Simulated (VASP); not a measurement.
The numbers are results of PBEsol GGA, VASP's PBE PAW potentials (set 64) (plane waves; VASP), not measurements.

The input files of a VASP run:

**INCAR**
```
SYSTEM = GaGePt6
PREC = Accurate
ENCUT = 300
EDIFF = 1E-6
NELM = 100
ALGO = Normal
LREAL = .FALSE.
LASPH = .TRUE.
ISMEAR = 0
SIGMA = 0.2
GGA = PS
LMAXMIX = 6
LWAVE = .FALSE.
LCHARG = .FALSE.
ISIF = 2
```

KPOINTS:
```
Automatic mesh
0
G
7 7 7
0 0 0
```

POSCAR:
```
GaGePt6
1
   -2.7605450000     2.7605450000     3.9761550000
    2.7605450000    -2.7605450000     3.9761550000
    2.7605450000     2.7605450000    -3.9761550000
Ga Ge Pt
1 1 6
Direct
  0.0000000000   0.0000000000   0.0000000000
  0.5000000000   0.5000000000   0.0000000000
  0.9434300000   0.9434300000   0.3958800000
  0.0565700000   0.4524500000   0.0000000000
  0.5475500000   0.5475500000   0.6041200000
  0.4524500000   0.0565700000   0.0000000000
  0.5000000000   0.0000000000   0.5000000000
  0.0000000000   0.5000000000   0.5000000000
```

POTCAR, in this order: Ga_d Ge_d Pt (PBE.64 set). Program: vasp_std.

Output of the run:

OUTCAR:
```
 ion  position               nearest neighbor table
   1  0.000  0.000  0.000-   3 2.55   4 2.55   5 2.55   6 2.55   7 2.76   8 2.76   8 2.76   7 2.76
                             4 3.06   5 3.06   6 3.06   3 3.06
   2  0.500  0.500  0.000-   3 2.49   4 2.49   5 2.49   6 2.49   7 2.76   8 2.76   7 2.76   8 2.76
                             5 3.11   4 3.11   6 3.11   3 3.11
   3  0.943  0.943  0.396-   2 2.49   1 2.55   7 2.79   8 2.79   4 2.82   6 2.82   6 2.82   4 2.82
                             7 2.84   8 2.84   1 3.06   5 3.09   2 3.11
   4  0.057  0.452  0.000-   2 2.49   1 2.55   7 2.79   8 2.79   3 2.82   5 2.82   3 2.82   5 2.82
                             8 2.84   7 2.84   1 3.06   6 3.09   2 3.11
   5  0.548  0.548  0.604-   2 2.49   1 2.55   7 2.79   8 2.79   4 2.82   6 2.82   4 2.82   6 2.82
                             7 2.84   8 2.84   1 3.06   3 3.09   2 3.11
   6  0.452  0.057  0.000-   2 2.49   1 2.55   8 2.79   7 2.79   3 2.82   5 2.82   5 2.82   3 2.82
                             8 2.84   7 2.84   1 3.06   4 3.09   2 3.11
   7  0.500  0.000  0.500-   1 2.76   2 2.76   2 2.76   1 2.76   6 2.79   5 2.79   4 2.79   3 2.79
                             6 2.84   4 2.84   3 2.84   5 2.84
   8  0.000  0.500  0.500-   1 2.76   2 2.76   1 2.76   2 2.76   4 2.79   5 2.79   3 2.79   6 2.79
                             4 2.84   6 2.84   3 2.84   5 2.84
  LATTYP: Found a body centered tetragonal cell.
 ALAT       =     5.5210900000
 C/A-ratio  =     1.4403514523
 Subroutine PRICEL returns:
 Original cell was already a primitive cell.
 Subroutine GETGRP returns: Found  8 space group operations
The static configuration has the point symmetry D_2d.
The dynamic configuration has the point symmetry D_2d.
 Subroutine INISYM returns: Found  8 space group operations
 Subroutine IBZKPT returns following result:
 Found     40 irreducible k-points:

 Following reciprocal coordinates:
            Coordinates               Weight
  0.000000  0.000000  0.000000      1.000000
  0.142857 -0.000000  0.000000      8.000000
  0.285714 -0.000000  0.000000      8.000000
  0.428571 -0.000000  0.000000      8.000000
  0.142857  0.142857  0.000000      8.000000
  0.285714  0.142857  0.000000     16.000000
  0.428571  0.142857  0.000000     16.000000
 -0.428571  0.142857  0.000000     16.000000
 -0.285714  0.142857  0.000000     16.000000
...
```

### OSZICAR
```
       N       E                     dE             d eps       ncg     rms          rms(c)
DAV:   1     0.692162405775E+03    0.69216E+03   -0.28818E+04  5372   0.217E+03
DAV:   2     0.494256610315E+02   -0.64274E+03   -0.61556E+03  4408   0.593E+02
DAV:   3    -0.503383171676E+02   -0.99764E+02   -0.94786E+02  4636   0.146E+02
DAV:   4    -0.559776383382E+02   -0.56393E+01   -0.55308E+01  4844   0.401E+01
DAV:   5    -0.561633396405E+02   -0.18570E+00   -0.18514E+00  5336   0.719E+00    0.278E+01
DAV:   6    -0.536427139325E+02    0.25206E+01   -0.79476E+00  4540   0.137E+01    0.134E+01
DAV:   7    -0.534185667550E+02    0.22415E+00   -0.41211E-01  5948   0.572E+00    0.606E+00
DAV:   8    -0.533826716032E+02    0.35895E-01   -0.12585E-01  5460   0.216E+00    0.782E-01
DAV:   9    -0.533764163160E+02    0.62553E-02   -0.26718E-02  4820   0.138E+00    0.340E-01
DAV:  10    -0.533753117423E+02    0.11046E-02   -0.72649E-03  5848   0.850E-01    0.799E-02
DAV:  11    -0.533753022303E+02    0.95120E-05   -0.54315E-04  5644   0.202E-01    0.370E-02
DAV:  12    -0.533753010030E+02    0.12273E-05   -0.43549E-05  5576   0.449E-02    0.114E-02
DAV:  13    -0.533753021019E+02   -0.10989E-05   -0.24350E-06  3272   0.983E-03    0.405E-03
DAV:  14    -0.533753018097E+02    0.29225E-06   -0.34876E-07  2464   0.477E-03
   1 F= -.53375302E+02 E0= -.53331153E+02  d E =-.882982E-01
```

OUTCAR:
```
------------------------ aborting loop because EDIFF is reached ----------------------------------------
  FORCE on cell =-STRESS in cart. coord.  units (eV):
  Direction    XX          YY          ZZ          XY          YZ          ZX
  --------------------------------------------------------------------------------------
  Total       -3.7359381     -3.7359381     -2.9970686      0.0000000      0.0000000      0.0000000
  in kB      -49.3852539    -49.3852539    -39.6181611      0.0000000      0.0000000      0.0000000
  external PRESSURE =     -46.1295563 kB  Pullay stress =       0.0000000 kB
  volume of cell :      121.20
      direct lattice vectors                 reciprocal lattice vectors
    -2.760545000  2.760545000  3.976155000     0.000000000  0.181123655  0.125749625
     2.760545000 -2.760545000  3.976155000     0.181123655  0.000000000  0.125749625
     2.760545000  2.760545000 -3.976155000     0.181123655  0.181123655  0.000000000
 POSITION                                       TOTAL-FORCE (eV/Angst)
 -----------------------------------------------------------------------------------
      0.00000      0.00000      0.00000         0.000000     -0.000000     -0.000000
      0.00000      0.00000      3.97615         0.000000     -0.000000      0.000000
      1.09284      1.09284      5.92837         0.083466      0.083466      0.032223
      1.09284     -1.09284      2.02394         0.083466     -0.083466     -0.032223
      1.66770      1.66770      1.95221        -0.083466     -0.083466      0.032223
     -1.09284      1.09284      2.02394        -0.083466      0.083466     -0.032223
      0.00000      2.76055      0.00000         0.000000     -0.000000      0.000000
      2.76055      0.00000      0.00000         0.000000     -0.000000     -0.000000
 -----------------------------------------------------------------------------------
    total drift:                               -0.000025     -0.000025     -0.000033
  FREE ENERGIE OF THE ION-ELECTRON SYSTEM (eV)
  ---------------------------------------------------
  free  energy   TOTEN  =       -53.3753018097 eV

  energy  without entropy=      -53.2870036509  energy(sigma->0) =      -53.33115273
```
(Selected blocks of OUTCAR.)

OUTCAR:
```
 val. band max:       10.2927270022   @ k =  -0.4286   0.4286   0.4286

 cond. band min:      10.3048101237   @ k =  -0.1429   0.1429   0.1429


 Fermi energy:        10.2962109532

 k-point     1 :       0.0000    0.0000    0.0000
  band No.  band energies     occupation
      1     -14.7397      2.00000
      2     -14.7308      2.00000
      3     -14.7190      2.00000
      4     -14.7190      2.00000
      5     -14.7015      2.00000
      6      -4.4503      2.00000
      7      -4.4416      2.00000
      8      -4.4416      2.00000
      9      -4.4230      2.00000
     10      -4.4149      2.00000
     11      -1.6761      2.00000
     12       1.1097      2.00000
     13       3.3721      2.00000
     14       4.1804      2.00000
     15       4.1985      2.00000
     16       4.1985      2.00000
     17       4.6790      2.00000
     18       4.7778      2.00000
     19       4.7778      2.00000
     20       4.8382      2.00000
     21       5.5359      2.00000
     22       6.0461      2.00000
     23       6.0461      2.00000
     24       6.4651      2.00000
     25       6.7648      2.00000
     26       7.3890      2.00000
     27       7.3890      2.00000
     28       7.4499      2.00000
     29       7.6453      2.00000
     30       7.6453      2.00000
     31       7.8032      2.00000
     32       7.9044      2.00000
     33       7.9044      2.00000
     34       8.0152      2.00000
     35       8.0458      2.00000
     36       8.1805      2.00000
     37       8.5860      2.00000
     38       9.1063      2.00000
     39       9.1063      2.00000
     40       9.2228      2.00000
     41       9.5251      2.00000
     42       9.7659      1.99982
     43      10.2088      1.46362
     44      10.6689      0.00840
     45      10.6689      0.00840
     46      10.8965      0.00002
     47      11.4414      0.00000
     48      11.4414      0.00000
     49      11.6706      0.00000
     50      13.5348      0.00000
     51      14.2650      0.00000
...
```

At this cut-off the stress carries a Pulay error, which pulls relaxed volumes low.  Unless said otherwise, spin-orbit coupling is left out, though it shifts the bands of the heavy elements here.

The structure comes from a computed database's GaGePt6 entry (I-42m); how it stands against other phases isn't given here. The cell was not relaxed at this level. The run is one of a series of settings (KPOINTS 7×7×7 Γ-centred mesh against the base run), some of them coarse on purpose. The electron count is odd and the run is not spin-polarised, which forces a metal.
